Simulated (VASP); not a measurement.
# BaZrO3 (Pm-3m) in VASP: Born charges and dielectric tensor with LDA

Aim: the Born charges and dielectric tensor of BaZrO3 with LDA.

Everything below comes from runs of VASP 6.6.1. Logs are shortened: lines on timing, memory, paths and dates and some standing lists are left out, and cuts for length are marked.

## Step 1: The crystal as given

The structure is cubic, space group Pm-3m (No. 221). The conventional cell has a = 4.158 Å, b = 4.158 Å, c = 4.158 Å, α = 90.00°, β = 90.00°, γ = 90.00°. Ba (site symmetry m-3m) has 12 O at 2.94 Å as nearest neighbours. Zr (site symmetry m-3m) is surrounded by 6 O at 2.08 Å. Around O (site symmetry 4/mmm) lie 2 Zr at 2.08 Å.

The cell is a database's computed one.

## Step 2: Born charges and dielectric tensor, LDA

Contents of INCAR:

```
ALGO = Normal
EDIFF = 1E-8
ENCUT = 600
GGA = CA
IBRION = 8
ISIF = 2
ISMEAR = 0
LASPH = True
LCHARG = False
LEPSILON = True
LREAL = False
LWAVE = False
NELM = 100
NSW = 1
PREC = Accurate
SIGMA = 0.02
```

Contents of KPOINTS:

```
k-points
0
Gamma
  8 8 8
```

Contents of POSCAR:

```
BaZrO3
1.0
    4.1576600000      0.0000000000      0.0000000000
    0.0000000000      4.1576600000      0.0000000000
    0.0000000000      0.0000000000      4.1576600000
Ba Zr O
1 1 3
Direct
    0.0000000000      0.0000000000      1.0000000000
    0.5000000000      0.5000000000      0.5000000000
    0.5000000000      0.0000000000      0.5000000000
    0.5000000000      0.5000000000      1.0000000000
    0.0000000000      0.5000000000      0.5000000000
```

Potentials or basis: VASP PAW LDA potentials, release 64 (Ba_sv, Zr_sv, O).

Launch:

```
cat potpaw_LDA.64/Ba_sv/POTCAR potpaw_LDA.64/Zr_sv/POTCAR potpaw_LDA.64/O/POTCAR > POTCAR
mpirun -np 1 vasp_std > vasp.out
```

OUTCAR:

```text
EDIFF = 1E-8
   ENCUT = 600
   GGA = CA
   IBRION = 8
   ISIF = 2
   ISMEAR = 0
   LASPH = True
   LEPSILON = True
   LREAL = False
   NELM = 100
   NSW = 1
   PREC = Accurate

 ion  position               nearest neighbor table
   1  0.000  0.000  0.000-   3 2.94   4 2.94   5 2.94   3 2.94   5 2.94   4 2.94   5 2.94   5 2.94
                             3 2.94   4 2.94   3 2.94   4 2.94   2 3.60   2 3.60   2 3.60   2 3.60
   2  0.500  0.500  0.500-   3 2.08   4 2.08   5 2.08   4 2.08   3 2.08   5 2.08   1 3.60   1 3.60
                             1 3.60   1 3.60   1 3.60   1 3.60   1 3.60   1 3.60
   3  0.500  0.000  0.500-   2 2.08   2 2.08   1 2.94   1 2.94   1 2.94   1 2.94
   4  0.500  0.500  0.000-   2 2.08   2 2.08   1 2.94   1 2.94   1 2.94   1 2.94
   5  0.000  0.500  0.500-   2 2.08   2 2.08   1 2.94   1 2.94   1 2.94   1 2.94

  LATTYP: Found a simple cubic cell.
 ALAT       =     4.1576600000

  Lattice vectors:

 A1 = (   4.1576600000,   0.0000000000,   0.0000000000)
 A2 = (   0.0000000000,   4.1576600000,   0.0000000000)
 A3 = (   0.0000000000,   0.0000000000,   4.1576600000)

Analysis of symmetry for initial positions (statically):
=====================================================================
 Subroutine PRICEL returns:
 Original cell was already a primitive cell.

 Routine SETGRP: Setting up the symmetry group for a
 simple cubic supercell.

 Subroutine GETGRP returns: Found 48 space group operations
 (whereof 48 operations were pure point group operations)
 out of a pool of 48 trial point group operations.

The static configuration has the point symmetry O_h .

Analysis of symmetry for dynamics (positions and initial velocities):
[... 961 lines left out ...]

 SECOND DERIVATIVES (NOT SYMMETRIZED)
 ------------------------------------
               1X          1Y          1Z          2X          2Y          2Z          3X          3Y          3Z          4X          4Y          4Z          5X          5Y          5Z
  1X    -3.895792    0.000000   -0.000000    3.643336    0.000000    0.000000   -0.470889    0.000000   -0.000000   -0.470889    0.000000   -0.000000    1.194234    0.000000    0.000000
  1Y     0.000000   -3.895792   -0.000000   -0.000000    3.643336    0.000000    0.000000    1.194234    0.000000    0.000000   -0.470889   -0.000000    0.000000   -0.470889   -0.000000
  1Z     0.000000   -0.000000   -3.895792    0.000000   -0.000000    3.643336    0.000000    0.000000   -0.470889   -0.000000    0.000000    1.194234   -0.000000    0.000000   -0.470889
  2X     3.642229    0.000000   -0.000000   -9.736308    0.000000   -0.000000    0.056518    0.000000    0.000000    0.056518    0.000000   -0.000000    5.981042    0.000000   -0.000000
  2Y     0.000000    3.642229    0.000000    0.000000   -9.736308    0.000000    0.000000    5.981042   -0.000000    0.000000    0.056518    0.000000    0.000000    0.056518    0.000000
  2Z     0.000000   -0.000000    3.642229    0.000000    0.000000   -9.736308    0.000000    0.000000    0.056518   -0.000000   -0.000000    5.981042    0.000000    0.000000    0.056518
  3X    -0.476874    0.000000    0.000000    0.047208    0.000000    0.000000   -2.413903    0.000000    0.000000   -0.545440    0.000000    0.000000    3.389009    0.000000    0.000000
  3Y    -0.000000    1.190770    0.000000   -0.000000    5.976836    0.000000   -0.000000  -13.941681    0.000000   -0.000000    3.387038   -0.000000   -0.000000    3.387038    0.000000
  3Z     0.000000    0.000000   -0.476874    0.000000    0.000000    0.047208    0.000000    0.000000   -2.413903    0.000000    0.000000    3.389009    0.000000    0.000000   -0.545440
  4X    -0.476874    0.000000    0.000000    0.047208    0.000000    0.000000   -0.545440    0.000000    0.000000   -2.413903    0.000000    0.000000    3.389009    0.000000    0.000000
  4Y     0.000000   -0.476874    0.000000    0.000000    0.047208    0.000000    0.000000    3.389009    0.000000    0.000000   -2.413903    0.000000    0.000000   -0.545440    0.000000
  4Z     0.000000    0.000000    1.190770   -0.000000    0.000000    5.976836    0.000000   -0.000000    3.387038    0.000000    0.000000  -13.941681    0.000000    0.000000    3.387038
  5X     1.190770   -0.000000    0.000000    5.976836   -0.000000    0.000000    3.387038   -0.000000    0.000000    3.387038   -0.000000   -0.000000  -13.941681   -0.000000    0.000000
  5Y     0.000000   -0.476874    0.000000    0.000000    0.047208    0.000000    0.000000    3.389009    0.000000    0.000000   -0.545440    0.000000    0.000000   -2.413903    0.000000
  5Z     0.000000    0.000000   -0.476874    0.000000    0.000000    0.047208    0.000000    0.000000   -0.545440    0.000000    0.000000    3.389009    0.000000    0.000000   -2.413903

 Eigenvectors and eigenvalues of the dynamical matrix
 ----------------------------------------------------

   1 f  =   15.694947 THz    98.614258 2PiTHz  523.527064 cm-1    64.909054 meV
             X         Y         Z           dx          dy          dz
      0.000000  0.000000  0.000000     0.018875   -0.014356   -0.000000
      2.078830  2.078830  2.078830     0.126937   -0.096543    0.000000
      2.078830  0.000000  2.078830     0.189961    0.561421    0.000000
      2.078830  2.078830  0.000000     0.189961   -0.144476    0.000000
      0.000000  2.078830  2.078830    -0.738169   -0.144476   -0.000000
[... 105 lines left out ...]
  15 f/i=    0.010667 THz     0.067022 2PiTHz    0.355810 cm-1     0.044115 meV
             X         Y         Z           dx          dy          dz
      0.000000  0.000000  0.000000     0.034331    0.003735    0.702199
      2.078830  2.078830  2.078830     0.028057    0.003053    0.573866
      2.078830  0.000000  2.078830     0.011827    0.001283    0.241902
      2.078830  2.078830  0.000000     0.011827    0.001287    0.241141
      0.000000  2.078830  2.078830     0.011789    0.001287    0.241902

--------------------------------------------------------------------------------------------------------

 MACROSCOPIC STATIC DIELECTRIC TENSOR IONIC CONTRIBUTION
 ------------------------------------------------------
          49.827022     0.000000     0.000000
           0.000000    49.827022     0.000000
           0.000000     0.000000    49.827022
 ------------------------------------------------------

 ELASTIC MODULI CONTR FROM IONIC RELAXATION (kBar)
 Direction    XX          YY          ZZ          XY          YZ          ZX
 --------------------------------------------------------------------------------
 XX           0.0000      0.0000      0.0000      0.0000      0.0000      0.0000
 YY           0.0000      0.0000      0.0000      0.0000      0.0000      0.0000
 ZZ           0.0000      0.0000      0.0000      0.0000      0.0000      0.0000
 XY           0.0000      0.0000      0.0000      0.0000      0.0000      0.0000
 YZ           0.0000      0.0000      0.0000      0.0000      0.0000      0.0000
 ZX           0.0000      0.0000      0.0000      0.0000      0.0000      0.0000
 --------------------------------------------------------------------------------

 PIEZOELECTRIC TENSOR IONIC CONTR  for field in x, y, z        (C/m^2)
          XX          YY          ZZ          XY          YZ          ZX
  --------------------------------------------------------------------------------
  x     0.00000     0.00000     0.00000     0.00000     0.00000     0.00000
  y     0.00000     0.00000     0.00000     0.00000     0.00000     0.00000
  z     0.00000     0.00000     0.00000     0.00000     0.00000     0.00000
```

OSZICAR:

```text
N       E                     dE             d eps       ncg     rms          rms(c)
DAV:   1     0.351681735324E+03    0.35168E+03   -0.24390E+04  1680   0.184E+03
DAV:   2    -0.313104951406E+02   -0.38299E+03   -0.37637E+03  2192   0.414E+02
DAV:   3    -0.525086829835E+02   -0.21198E+02   -0.21179E+02  2792   0.974E+01
DAV:   4    -0.530605979870E+02   -0.55192E+00   -0.55180E+00  2384   0.127E+01
[... 13 lines left out ...]
RMM:  20    -0.371654836966E+00   -0.18767E-09   -0.42960E-07  7737   0.884E-05    0.706E-06
RMM:  21    -0.371654839884E+00   -0.29178E-08   -0.11053E-07  7577   0.889E-05    0.191E-06
RMM:  22    -0.371654839676E+00    0.20821E-09   -0.22544E-07  7277   0.854E-05    0.838E-07
RMM:  23    -0.371654837995E+00    0.16814E-08    0.83630E-09  7314   0.847E-05    0.175E-06
 Linear response finished
```

It took 35 min on 1 thread of AMD EPYC 9R45 (Zen 5), shared host; peak memory 0.69 GiB.

What came out:

```yaml
Band_gap_on_the_k_mesh: 3.12 eV, indirect (least direct gap 3.31 eV)
Electronic_dielectric_tensor_diagonal: 4.93
Born_charges_mean_of_the_diagonal: Ba +2.73; Zr +6.11; O -2.95 e
Highest_phonon_frequency_at_Γ_LO-TO_splitting_left_out: 524 cm⁻¹
```

Levels at points of the mesh, in eV from the valence-band top:
```tsv
k point	band 18	band 19	band 20	band 21	band 22	band 23
(0.00, 0.00, 0.00)	-0.19	-0.19	-0.19	3.12	3.12	3.12
(0.50, 0.00, 0.00)	-1.80	-0.41	-0.41	3.60	5.82	5.82
(0.50, 0.50, 0.00)	-0.93	-0.72	-0.08	5.78	5.78	6.53
(0.50, 0.50, 0.50)	0.00	0.00	0.00	6.01	6.01	6.01
```

Phonon frequencies in cm⁻¹ (negative: imaginary):
| q point | frequencies |
| --- | --- |
| (0.000, 0.000, 0.000) | 0 0 0 106 106 106 178 178 178 197 197 197 524 524 524 |

Electronic dielectric tensor:
```
4.93 0.00 0.00
0.00 4.93 0.00
0.00 0.00 4.93
```

Born effective charge tensors (e):
atom 1, Ba
```
2.73 0.00 0.00
0.00 2.73 0.00
0.00 0.00 2.73
```
atom 2, Zr
```
6.11 0.00 0.00
0.00 6.11 0.00
0.00 0.00 6.11
```
atom 3, O
```
-2.02  0.00  0.00
 0.00 -4.80  0.00
 0.00  0.00 -2.02
```
atom 4, O
```
-2.02  0.00  0.00
 0.00 -2.02  0.00
 0.00  0.00 -4.80
```
atom 5, O
```
-4.80  0.00  0.00
 0.00 -2.02  0.00
 0.00  0.00 -2.02
```

Caveat: spin-orbit coupling is left out, which moves the levels of the heavy elements. A k mesh can miss the band edges.
